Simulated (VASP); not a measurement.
All values below come from PBEsol GGA, VASP's PBE PAW potentials (set 64) (plane waves; VASP).

Input for VASP

### INCAR
```
ALGO  =  Normal
EDIFF  =  1E-6
ENCUT  =  300
GGA  =  PS
ISIF  =  2
ISMEAR  =  -1
LASPH  =  .TRUE.
LCHARG  =  .FALSE.
LMAXMIX  =  4
LREAL  =  .FALSE.
LWAVE  =  .FALSE.
NELM  =  100
PREC  =  Accurate
SIGMA  =  0.1
SYSTEM  =  ScCd
```

POSCAR:
```
ScCd
1
    3.4557350000     0.0000000000     0.0000000000
    0.0000000000     3.4557350000     0.0000000000
    0.0000000000     0.0000000000     3.4557350000
Sc Cd
1 1
Direct
  0.5000000000   0.5000000000   0.5000000000
  0.0000000000   0.0000000000   0.0000000000
```

### KPOINTS
```
Automatic mesh
0
Gamma
8 8 8
0 0 0
```

POTCAR, in this order: Sc_sv Cd (PBE.64 set). Program: vasp_std.

What VASP printed:

**OUTCAR**
```
 ion  position               nearest neighbor table
   1  0.500  0.500  0.500-   2 2.99   2 2.99   2 2.99   2 2.99   2 2.99   2 2.99   2 2.99   2 2.99
  LATTYP: Found a simple cubic cell.
 ALAT       =     3.4557350000
 Subroutine PRICEL returns:
 Original cell was already a primitive cell.
 Subroutine GETGRP returns: Found 48 space group operations
The static configuration has the point symmetry O_h .
The dynamic configuration has the point symmetry O_h .
 Subroutine INISYM returns: Found 48 space group operations
 Subroutine IBZKPT returns following result:
 Found     35 irreducible k-points:

 Following reciprocal coordinates:
            Coordinates               Weight
  0.000000  0.000000  0.000000      1.000000
  0.125000  0.000000  0.000000      6.000000
  0.250000  0.000000  0.000000      6.000000
  0.375000  0.000000  0.000000      6.000000
  0.500000  0.000000  0.000000      3.000000
  0.125000  0.125000  0.000000     12.000000
  0.250000  0.125000  0.000000     24.000000
  0.375000  0.125000  0.000000     24.000000
  0.500000  0.125000  0.000000     12.000000
  0.250000  0.250000  0.000000     12.000000
  0.375000  0.250000  0.000000     24.000000
  0.500000  0.250000  0.000000     12.000000
  0.375000  0.375000  0.000000     12.000000
  0.500000  0.375000  0.000000     12.000000
  0.500000  0.500000  0.000000      3.000000
  0.125000  0.125000  0.125000      8.000000
  0.250000  0.125000  0.125000     24.000000
  0.375000  0.125000  0.125000     24.000000
  0.500000  0.125000  0.125000     12.000000
  0.250000  0.250000  0.125000     24.000000
  0.375000  0.250000  0.125000     48.000000
  0.500000  0.250000  0.125000     24.000000
  0.375000  0.375000  0.125000     24.000000
  0.500000  0.375000  0.125000     24.000000
  0.500000  0.500000  0.125000      6.000000
...
```

OSZICAR:
```
       N       E                     dE             d eps       ncg     rms          rms(c)
DAV:   1     0.199767196308E+03    0.19977E+03   -0.95240E+03  1122   0.107E+03
DAV:   2     0.707971878654E+00   -0.19906E+03   -0.19712E+03  1186   0.435E+02
DAV:   3    -0.945047024464E+01   -0.10158E+02   -0.98846E+01  1424   0.103E+02
DAV:   4    -0.961098171874E+01   -0.16051E+00   -0.15996E+00  1276   0.114E+01
DAV:   5    -0.961274721377E+01   -0.17655E-02   -0.17654E-02  1530   0.127E+00    0.718E+00
DAV:   6    -0.859208372273E+01    0.10207E+01   -0.30588E+00  1379   0.198E+01    0.285E+00
DAV:   7    -0.850963347213E+01    0.82450E-01   -0.38716E-01  1435   0.632E+00    0.163E+00
DAV:   8    -0.850160323955E+01    0.80302E-02   -0.42298E-02  1351   0.255E+00    0.328E-01
DAV:   9    -0.850005587839E+01    0.15474E-02   -0.28991E-02  1379   0.164E+00    0.161E-01
DAV:  10    -0.849951591719E+01    0.53996E-03   -0.49462E-03  1379   0.704E-01    0.434E-02
DAV:  11    -0.849950357326E+01    0.12344E-04   -0.13320E-04  1337   0.138E-01    0.107E-02
DAV:  12    -0.849950338653E+01    0.18673E-06   -0.20705E-06   781   0.180E-02
   1 F= -.84995034E+01 E0= -.84671253E+01  d E =-.647561E-01
```

**OUTCAR**
```
------------------------ aborting loop because EDIFF is reached ----------------------------------------
  FORCE on cell =-STRESS in cart. coord.  units (eV):
  Direction    XX          YY          ZZ          XY          YZ          ZX
  --------------------------------------------------------------------------------------
  Total        0.4823992      0.4823992      0.4823992      0.0000000     -0.0000000      0.0000000
  in kB       18.7281943     18.7281943     18.7281943      0.0000000     -0.0000000      0.0000000
  external PRESSURE =      18.7281943 kB  Pullay stress =       0.0000000 kB
  volume of cell :       41.27
      direct lattice vectors                 reciprocal lattice vectors
     3.455735000  0.000000000  0.000000000     0.289374041  0.000000000  0.000000000
     0.000000000  3.455735000  0.000000000     0.000000000  0.289374041  0.000000000
     0.000000000  0.000000000  3.455735000     0.000000000  0.000000000  0.289374041
 POSITION                                       TOTAL-FORCE (eV/Angst)
 -----------------------------------------------------------------------------------
      1.72787      1.72787      1.72787         0.000000      0.000000      0.000000
      0.00000      0.00000      0.00000         0.000000      0.000000      0.000000
 -----------------------------------------------------------------------------------
    total drift:                               -0.000000      0.000000      0.000000
  FREE ENERGIE OF THE ION-ELECTRON SYSTEM (eV)
  ---------------------------------------------------
  free  energy   TOTEN  =        -8.4995033865 eV

  energy  without entropy=       -8.4347473041  energy(sigma->0) =       -8.46712535
```
(Selected blocks of OUTCAR.)

OUTCAR:
```
 val. band max:        3.7071590229   @ k =   0.2500   0.2500   0.2500

 cond. band min:       3.9422325748   @ k =   0.3750   0.2500   0.1250


 Fermi energy:         3.8962660860

 k-point     1 :       0.0000    0.0000    0.0000
  band No.  band energies     occupation
      1     -45.6848      2.00000
      2     -24.3630      2.00000
      3     -24.3630      2.00000
      4     -24.3630      2.00000
      5      -5.0459      2.00000
      6      -5.0459      2.00000
      7      -4.5378      2.00000
      8      -4.5378      2.00000
      9      -4.5378      2.00000
     10      -3.7149      2.00000
     11       4.0931      0.24513
     12       4.0931      0.24513
     13       6.5455      0.00000
     14       6.5455      0.00000
     15       6.5455      0.00000

 k-point     2 :       0.1250    0.0000    0.0000
  band No.  band energies     occupation
      1     -45.6832      2.00000
      2     -24.3835      2.00000
      3     -24.3619      2.00000
      4     -24.3619      2.00000
      5      -5.0299      2.00000
      6      -4.9834      2.00000
      7      -4.5578      2.00000
      8      -4.5578      2.00000
      9      -4.5313      2.00000
     10      -3.4838      2.00000
     11       3.9823      0.59451
     12       4.0911      0.24943
     13       6.1587      0.00000
     14       6.1587      0.00000
     15       6.5315      0.00000

 k-point     3 :       0.2500    0.0000    0.0000
  band No.  band energies     occupation
      1     -45.6795      2.00000
      2     -24.4323      2.00000
      3     -24.3586      2.00000
      4     -24.3586      2.00000
      5      -4.9908      2.00000
      6      -4.8410      2.00000
      7      -4.6054      2.00000
      8      -4.6054      2.00000
      9      -4.5154      2.00000
     10      -2.7877      2.00000
     11       3.2404      1.99717
     12       4.0857      0.26140
     13       5.5358      0.00000
     14       5.5358      0.00000
     15       6.4988      0.00000
...
```

At this cut-off the stress carries a Pulay error, which pulls relaxed volumes low.

The structure comes from a computed database's ScCd entry (Pm-3m); how it stands against other phases isn't given here. The cell was not relaxed at this level, and its volume differs by -5.9 % from the start's. The electron count is odd and the run is not spin-polarised, which forces a metal.
